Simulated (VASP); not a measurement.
# GeAu2 (P-3m1) in VASP: band structure with PBE+ULG

Aim: the band structure of GeAu2 with PBE+ULG.

All numbers are computed with VASP 6.6.1; they aren't measurements. Logs are shortened: lines on timing, memory, paths and dates and some standing lists are left out, and cuts for length are marked.

## (1) The undisturbed crystal

Symmetry: P-3m1, No. 164, trigonal system. Conventional cell: a = 3.173 Å, b = 3.173 Å, c = 5.802 Å, α = 90.00°, β = 90.00°, γ = 120.00°. Around Ge (site symmetry -3m) lie 6 Au at 2.34 Å. Around Au (site symmetry 3m) lie 3 Ge at 2.34 Å.

The cell was built by a generator and needn't be a form met in nature.

## (2) Band structure, PBE+ULG, spin-orbit coupling, no magnetisation (volume scaled by 1.04)

run.py

```python
from ase.calculators.vasp import Vasp
from ase.dft.bandgap import bandgap
from ase.io import read

atoms = read('POSCAR')
calc = Vasp(
    directory='calc',
    xc='pbe',
    pp='PBE',
    setups='recommended',
    prec='Accurate',
    encut=520,
    ediff=1e-07,
    ismear=0,
    sigma=0.01,
    lreal=False,
    lasph=True,
    nelm=80,
    algo='Normal',
    isif=2,
    lwave=False,
    lcharg=True,
    lorbit=11,
    lsorbit=True,
    gga_compat=False,
    lmaxmix=4,
    ivdw=3,
    kpts=[7, 7, 4],
    gamma=True,
    nbands=49,
)
atoms.calc = calc

print('energy (eV):', atoms.get_potential_energy())
print('free energy (eV):', atoms.get_potential_energy(force_consistent=True))
efermi = calc.get_fermi_level()
print('Fermi level (eV):', efermi)
path = atoms.cell.bandpath(npoints=60, eps=1e-4)
print('path:', path.path)
calc.set(kpts=path.kpts, reciprocal=True, icharg=11, isym=0, lcharg=False)
calc.calculate(atoms)
print('gap on the path (eV):', bandgap(calc, efermi=efermi)[0])
print('direct gap on the path (eV):', bandgap(calc, efermi=efermi, direct=True)[0])
```

POSCAR

```
GeAu2
1.0
    3.2151856648      0.0000000000      0.0000000000
   -1.6075928324      2.7844324641      0.0000000000
    0.0000000000      0.0000000000      5.8783712660
Ge Au
1 2
Direct
    0.0000000000      0.0000000000      0.0000000000
    0.3333333300      0.6666666700      0.2500000000
    0.6666666700      0.3333333300      0.7500000000
```

Potentials or basis: VASP PAW PBE potentials, release 64 (Ge_d, Au).

Launch:

```console
python run.py
```

Standard output:

```text
energy (eV): -9.55699981
free energy (eV): -9.55706617
Fermi level (eV): 8.90947024
path: GMKGALHA,LM,KH
gap on the path (eV): 0.0
direct gap on the path (eV): 0.0
```

OUTCAR:

```text
ENCUT = 520.000000
   EDIFF = 1.00e-07
   GGA = PE
   PREC = Accurate
   ICHARG = 11
   ISIF = 2
   ISMEAR = 0
   ISYM = 0
   LORBIT = 11
   NELM = 80
   IVDW = 3
   LASPH = .TRUE.
   LSORBIT = .TRUE.
   LREAL = .FALSE.
  IVDW =   3

 ion  position               nearest neighbor table
   1  0.000  0.000  0.000-   2 2.37   3 2.37   3 2.37   2 2.37   3 2.37   2 2.37
   2  0.333  0.667  0.250-   1 2.37   1 2.37   1 2.37   3 3.48   3 3.48   3 3.48   3 3.48   3 3.48
                             3 3.48
   3  0.667  0.333  0.750-   1 2.37   1 2.37   1 2.37   2 3.48   2 3.48   2 3.48   2 3.48   2 3.48
                             2 3.48

IMPORTANT INFORMATION: All symmetrisations will be switched off!
NOSYMM: (Re-)initialisation of all symmetry stuff for point group C_1.

----------------------------------------------------------------------------------------

                                     Primitive cell

  volume of cell :      52.6259

  direct lattice vectors                    reciprocal lattice vectors
     3.215185665  0.000000000  0.000000000     0.311024029  0.179569807  0.000000000
    -1.607592832  2.784432464  0.000000000     0.000000000  0.359139614  0.000000000
     0.000000000  0.000000000  5.878371266     0.000000000  0.000000000  0.170115148

  length of vectors
     3.215185665  3.215185665  5.878371266     0.359139614  0.359139614  0.170115148

  position of ions in fractional coordinates (direct lattice)
     0.000000000  0.000000000  0.000000000
     0.333333330  0.666666670  0.250000000
     0.666666670  0.333333330  0.750000000

  ion indices of the primitive-cell ions
   primitive index   ion index
                 1           1
                 2           2
                 3           3

----------------------------------------------------------------------------------------

 KPOINTS: KPOINTS created by Atomic Simulation Env

Read explicit list of k-points.

 Found     60 k-points:

 Following reciprocal coordinates:
            Coordinates               Weight
  0.000000  0.000000  0.000000      0.016667
  0.062500  0.000000  0.000000      0.016667
  0.125000  0.000000  0.000000      0.016667
  0.187500  0.000000  0.000000      0.016667
  0.250000  0.000000  0.000000      0.016667
  0.312500  0.000000  0.000000      0.016667
[... 16 lines left out ...]
  0.000000  0.000000  0.166667      0.016667
  0.000000  0.000000  0.333333      0.016667
 [... further k-points ...]
   k-points           NKPTS =     60   k-points in BZ     NKDIM =     60   number of bands    NBANDS=     49
   number of dos      NEDOS =    301   number of ions     NIONS =      3
   total plane-waves  NPLWV =  27648
   dimension x,y,z NGX =    24 NGY =   24 NGZ =   48
   dimension x,y,z NGXF=    48 NGYF=   48 NGZF=   96
   ions per type =               1   2
   NGX,Y,Z   is equivalent  to a cutoff of  12.41, 12.41, 13.57 a.u.
   NGXF,Y,Z  is equivalent  to a cutoff of  24.82, 24.82, 27.15 a.u.
 SYSTEM =  unknown system
   PREC   = accura    normal or accurate (medium, high low for compatibility)
   ISTART =      0    job   : 0-new  1-cont  2-samecut
   ICHARG =     11    charge: 1-file 2-atom 10-const
   ISPIN  =      1    spin polarized calculation?
   LNONCOLLINEAR =      T non collinear calculations
   LSORBIT =      T    spin-orbit coupling
   LASPH  =      T    aspherical Exc in radial PAW
   ENCUT  =  520.0 eV  38.22 Ry    6.18 a.u.   5.98  5.98 10.93*2*pi/ulx,y,z
   NELM   =     80;   NELMIN=  2; NELMDL=  0     # of ELM steps
   EDIFF  = 0.1E-06   stopping-criterion for ELM
   LREAL  =      F    real-space projection
   EDIFFG = 0.1E-05   stopping-criterion for IOM
   NSW    =      0    number of steps for IOM
   IBRION =     -1    ionic relax: 0-MD 1-quasi-New 2-CG
   NFREE  =      0    steps in history (QN), initial steepest desc. (CG)
   ISIF   =      2    stress and relaxation
   ISYM   =      0    0-nonsym 1-usesym 2-fastsym
   POTIM  = 0.5000    time-step for ionic-motion
   TEBEG  =    0.0;   TEEND  =   0.0 temperature during run
   PSTRESS=    0.0 pullay stress
   NELECT =      36.0000    total number of electrons
   NUPDOWN=      -1.0000    fix difference up-down
   EMIN   =  10.00;   EMAX   =-10.00  energy-range for DOS
   EFERMI =   0.00;   METHOD = LEGACY
   ISMEAR =     0;   SIGMA  =   0.01  broadening in eV -4-tet -1-fermi 0-gaus
   EFERMI_NEDOS =   21; number of points for ismear=-14 and -15
   IALGO  =     38    algorithm
   IMIX   =      4    mixing-type and parameters
     AMIX     =   0.40;   BMIX     =  1.00
     AMIX_MAG =   1.60;   BMIX_MAG =  1.00
  volume/ion in A,a.u.               =      17.54       118.38
  Fermi-wavevector in a.u.,A,eV,Ry     =   1.442478  2.725887 28.310209  2.080742
  Thomas-Fermi vector in A             =   2.560993
   LORBIT       =     11    0 simple, 1 ext, 2 COOP (PROOUT), +10 PAW based schemes
   GGA     = PE    functional components
   LHFCALC =     F    Hartree Fock is set to
   AEXX    =    0.0000 exact exchange contribution
   IVDW    =     3    specifies the selected vdW correction
   LEPSILON=     F    determine dielectric tensor
   LRPA    =     F    only Hartree local field effects (RPA)
 Gauss-broadening in eV      SIGMA  =   0.01
  energy-cutoff  :      520.00
  volume of cell :       52.63
 maximum number of plane-waves:      2892
 NGX is ok and might be reduce to    24

 number of electron      36.0000003 magnetization       0.0000854      0.0000949      0.0001982

 Free energy of the ion-electron system (eV)
  ---------------------------------------------------
  ext. energy  EPLUGINS =         0.00000000
  ---------------------------------------------------
  free energy    TOTEN  =       -10.28553441 eV

  energy without entropy =      -10.28553441  energy(sigma->0) =      -10.28553441

 E-fermi :   9.2141     XC(G=0): -12.0239

 val. band max:        9.1506329546   @ k =   0.4444   0.0000   0.5000
 cond. band min:       9.2697263347   @ k =   0.2121   0.2121   0.5000
 fundamental gap:      0.1190933801
 Fermi energy:         9.2141033270

 k-point     1 :       0.0000    0.0000    0.0000
  band No.  band energies     occupation
      1     -16.7411      1.00000
      2     -16.7411      1.00000
      3     -16.6997      1.00000
      4     -16.6997      1.00000
      5     -16.1776      1.00000
      6     -16.1776      1.00000
[... 1213 lines left out ...]
     47      19.7285      0.00000
     48      19.7285      0.00000

 [... further k-points ...]

 [bands above 48 left out]

------------------------ aborting loop because EDIFF is reached ----------------------------------------

  ULGs method for vdW energy calculation

  Number of pair interactions contributing to vdW energy:   59604

  Edisp (eV):   -0.26089

  FORCE on cell =-STRESS in cart. coord.  units (eV):
  Direction    XX          YY          ZZ          XY          YZ          ZX
  --------------------------------------------------------------------------------------
  -------------------------------------------------------------------------------------
  Total      14.14097     7.78639     9.03081     8.74344     0.28411     1.34655
  in kB     430.51672   237.05380   274.93965   266.19093     8.64948    40.99531
  external pressure =      314.17 kB  Pullay stress =        0.00 kB

 VOLUME and BASIS-vectors are now :
 -----------------------------------------------------------------------------
  energy-cutoff  :      520.00
  volume of cell :       52.63
      direct lattice vectors                 reciprocal lattice vectors
     3.215185665  0.000000000  0.000000000     0.311024029  0.179569807  0.000000000
    -1.607592832  2.784432464  0.000000000     0.000000000  0.359139614  0.000000000
     0.000000000  0.000000000  5.878371266     0.000000000  0.000000000  0.170115148

 POSITION                                       TOTAL-FORCE (eV/Angst)
 -----------------------------------------------------------------------------------
      0.00000      0.00000      0.00000        -0.000002      0.000000      0.000001
     -0.00000      1.85629      1.46959         0.318104      0.064906      4.717887
      1.60759      0.92814      4.40878        -0.318102     -0.064907     -4.717888
 -----------------------------------------------------------------------------------
    total drift:                                0.000003     -0.000000     -0.000003

  FREE ENERGIE OF THE ION-ELECTRON SYSTEM (eV)
  ---------------------------------------------------
  free  energy   TOTEN  =       -10.5464255514 eV

  energy  without entropy=      -10.5464255514  energy(sigma->0) =      -10.54642555

 Spin-Orbit-Coupling matrix elements

 Ion:    1  E_soc:     -0.0153828
 l=   1
     0.0000000    -0.0014288    -0.0017529
    -0.0014288     0.0000000    -0.0012884
    -0.0017529    -0.0012884     0.0000000
 l=   2
     0.0000000    -0.0002246     0.0000000    -0.0002281    -0.0008204
    -0.0002246     0.0000000    -0.0006361    -0.0002423    -0.0002319
     0.0000000    -0.0006361     0.0000000    -0.0006240     0.0000000
    -0.0002281    -0.0002423    -0.0006240     0.0000000    -0.0002138
    -0.0008204    -0.0002319     0.0000000    -0.0002138     0.0000000
 l=   3
     0.0000000     0.0000000     0.0000000     0.0000000     0.0000000     0.0000000     0.0000000
     0.0000000     0.0000000     0.0000000     0.0000000     0.0000000     0.0000000     0.0000000
     0.0000000     0.0000000     0.0000000     0.0000000     0.0000000     0.0000000     0.0000000
     0.0000000     0.0000000     0.0000000     0.0000000     0.0000000     0.0000000     0.0000000
[... 29 lines left out ...]
 l=   2
     0.0000000    -0.0128263     0.0000000    -0.0129719    -0.0498421
    -0.0128263     0.0000000    -0.0362779    -0.0129590    -0.0127608
     0.0000000    -0.0362779     0.0000000    -0.0365094     0.0000000
    -0.0129719    -0.0129590    -0.0365094     0.0000000    -0.0128517
    -0.0498421    -0.0127608     0.0000000    -0.0128517     0.0000000
 l=   3
     0.0000000     0.0000000     0.0000000     0.0000000     0.0000000     0.0000000     0.0000000
     0.0000000     0.0000000     0.0000000     0.0000000     0.0000000     0.0000000     0.0000000
     0.0000000     0.0000000     0.0000000     0.0000000     0.0000000     0.0000000     0.0000000
     0.0000000     0.0000000     0.0000000     0.0000000     0.0000000     0.0000000     0.0000000
     0.0000000     0.0000000     0.0000000     0.0000000     0.0000000     0.0000000     0.0000000
     0.0000000     0.0000000     0.0000000     0.0000000     0.0000000     0.0000000     0.0000000
     0.0000000     0.0000000     0.0000000     0.0000000     0.0000000     0.0000000     0.0000000

 total charge

# of ion       s       p       d       tot
------------------------------------------
    1        1.148   1.303  10.224  12.675
    2        0.740   0.391   8.793   9.924
    3        0.740   0.391   8.793   9.924
--------------------------------------------------
tot          2.629   2.085  27.809  32.522

 magnetization (x)

# of ion       s       p       d       tot
------------------------------------------
    1        0.000   0.000  -0.000   0.000
    2        0.002   0.004   0.013   0.019
    3       -0.002  -0.004  -0.013  -0.019
--------------------------------------------------
tot          0.000   0.000  -0.000  -0.000

 magnetization (y)

# of ion       s       p       d       tot
------------------------------------------
    1        0.000  -0.000  -0.000  -0.000
    2       -0.001  -0.003  -0.010  -0.015
    3        0.001   0.003   0.010   0.015
--------------------------------------------------
tot          0.000   0.000  -0.000  -0.000

 magnetization (z)

# of ion       s       p       d       tot
------------------------------------------
    1        0.000  -0.000  -0.000  -0.000
    2        0.000  -0.000  -0.001  -0.001
    3       -0.000   0.000   0.001   0.001
--------------------------------------------------
tot          0.000   0.000  -0.000  -0.000
```

INCAR:

```text
ENCUT = 520.000000
SIGMA = 0.010000
EDIFF = 1.00e-07
ALGO = Normal
GGA = PE
PREC = Accurate
ICHARG = 11
ISIF = 2
ISMEAR = 0
ISYM = 0
LMAXMIX = 4
LORBIT = 11
NBANDS = 49
NELM = 80
IVDW = 3
LASPH = .TRUE.
LCHARG = .FALSE.
LWAVE = .FALSE.
LSORBIT = .TRUE.
GGA_COMPAT = .FALSE.
LREAL = .FALSE.
```

Wall time 12 min (1 thread of Intel Xeon Platinum 8259CL at 2.50GHz (Skylake/Cascade Lake), shared host); peak memory 0.41 GiB.

What came out:

```
Dispersion energy per atom : -0.087 eV
```

Caveat: the log is that of the step along the path at fixed density, whose energy, stress, charges and moments have no meaning.

## (3) The reference run

An earlier run on the cell as given: functional PBE; potentials or basis VASP PAW PBE potentials, release 64 (Ge_d, Au); cutoff 520 eV; k mesh 10 × 10 × 5; occupations fermi-dirac, width 0.05 eV; no spin polarisation.

- Pressure: 45.1 GPa
- Largest force: 5.758 eV/Å
- Band gap on the k mesh: none (metal or under the smearing width)
